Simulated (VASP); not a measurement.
CdS (zinc blende) relaxed at rising pressure, in one space group throughout; other phases were not tried. The pressures are those reached. These are LDA (Ceperley-Alder, Perdew-Zunger), VASP's LDA PAW potentials (set 64) (plane waves; VASP) values and carry that method's errors.

```tsv
P (GPa)	V (Å³/atom)	k-mesh
0.00	24.034	8×8×8
4.96	22.562	8×8×8
9.93	21.470	8×8×8
19.93	19.881	8×8×8
29.98	18.743	9×9×9
```

A change of mesh leaves a small step in the series.

Task: Fit an equation of state and predict the volume at 45.13 GPa.

Result: Least squares on the third-order Birch-Murnaghan form, P = (3B0/2)(y⁷ − y⁵)[1 + (3/4)(B′ − 4)(y² − 1)] with y = (V0/V)^(1/3), gives V0 = 24.035 Å³/atom, B0 = 68 GPa and B′ = 4.6, and so 17.484 Å³/atom. The run gave 17.470 Å³/atom, -0.1 % from the fit.

Pressures at which the relaxation failed are left out.

The compound is CdS in the zinc blende structure, a metastable form; wurtzite is the usual one.
